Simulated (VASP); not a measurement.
Consider the following.

```yaml
crystal:
  lattice:
    - [3.55819, 0.00000, 0.00000]
    - [0.00000, 3.55819, 0.00000]
    - [0.00000, 0.00000, 3.55819]
  atoms:
    - { symbol: Al, position: [0.00000, 0.00000, 0.00000] }
    - { symbol: Ni, position: [0.00000, 0.50000, 0.50000] }
    - { symbol: Ni, position: [0.50000, 0.00000, 0.50000] }
    - { symbol: Ni, position: [0.50000, 0.50000, 0.00000] }
```

These are optB88-vdW, VASP's PBE PAW potentials (set 64) (plane waves; VASP) values and carry that method's errors. Run with 520 eV cut-off, 8×8×8 Γ-centred mesh, first-order Methfessel-Paxton smearing of 0.10 eV, potentials Al Ni.

### Question
Estimate the energy per atom (σ→0), band gap (on the k-mesh) with the smallest direct gap where there is one.

### Answer

The band gap (on the k-mesh) is none (metal, semimetal or under 0.01 eV) and the energy per atom (σ→0) comes out as -2.997 eV/atom.

Only differences to runs with the same potentials and settings are physical.

The compound is Ni3Al in the L1_2 structure. It was relaxed first. The start is the result of an earlier pass. The run is not spin-polarised, so no magnetic state was tried. The electron count is odd and the run is not spin-polarised, which forces a metal.
